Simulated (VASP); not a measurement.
VASP runs on CsPbCl3 (space group Pm-3m) share one base input (PBEsol GGA, plane waves, VASP's PBE PAW potentials (set 64)) and change the settings named in each case.

### KPOINTS
```
kpoints
0
G
  5 5 5
0 0 0
```

### POSCAR
```
CsPbCl3
1
    5.6100000000     0.0000000000     0.0000000000
    0.0000000000     5.6100000000     0.0000000000
    0.0000000000     0.0000000000     5.6100000000
Cs Pb Cl
1 1 3
Direct
  0.0000000000   0.0000000000   0.0000000000
  0.5000000000   0.5000000000   0.5000000000
  0.5000000000   0.0000000000   0.5000000000
  0.0000000000   0.5000000000   0.5000000000
  0.5000000000   0.5000000000   0.0000000000
```

INCAR:
```
PREC=Accurate
ENCUT=300   ! plane-wave cut-off (eV)
LASPH=T   ! aspherical one-centre terms
LCHARG=F
SYSTEM=CsPbCl3
ISIF=2   ! forces and stress, cell fixed
LREAL=F   ! projection in real space or not
EDIFF=1E-6   ! SCF stop (eV)
LWAVE=F
GGA=PS   ! PBEsol
ALGO=Normal   ! blocked Davidson
LMAXMIX=4   ! l cut-off of mixed one-centre charges
ISMEAR=-1
NELM=100
SIGMA=0.05   ! width (eV)
```

POTCAR, in this order: Cs_sv Pb_d Cl (PBE.64 set). Program: vasp_std.

```tsv
change	E(σ→0) (eV/atom)	pressure (GPa)
base run	-3.6780	-0.27
GGA removed, POTCAR Cs_sv Pb_d Cl (LDA.64 set)	-3.8806	-1.59
GGA_COMPAT = .FALSE., LNONCOLLINEAR = .TRUE., LSORBIT = .TRUE., MAGMOM = 0.0 0.0 0.0 0.0 0.0 0.0 0.0 0.0 0.0 0.0 0.0 0.0 0.0 0.0 0.0, program vasp_ncl	-3.7798	-0.38
KPOINTS 2×2×2 Γ-centred mesh	-3.5573	1.15
```
 Energies of different potentials or functionals have different zeros.  Unless said otherwise, spin-orbit coupling is left out, though it shifts the bands of the heavy elements here. At 300 eV the pressure can carry a Pulay error.

Left out are runs that ran out of time, are held back, or changed the cell or the kind of run, fixed moments of cells without a moment, rows past the twelfth, gaps on odd meshes, pressures of charged cells and columns that move by less than the noise.

The structure is a typed CsPbCl3 crystal. The cell was not relaxed at this level.
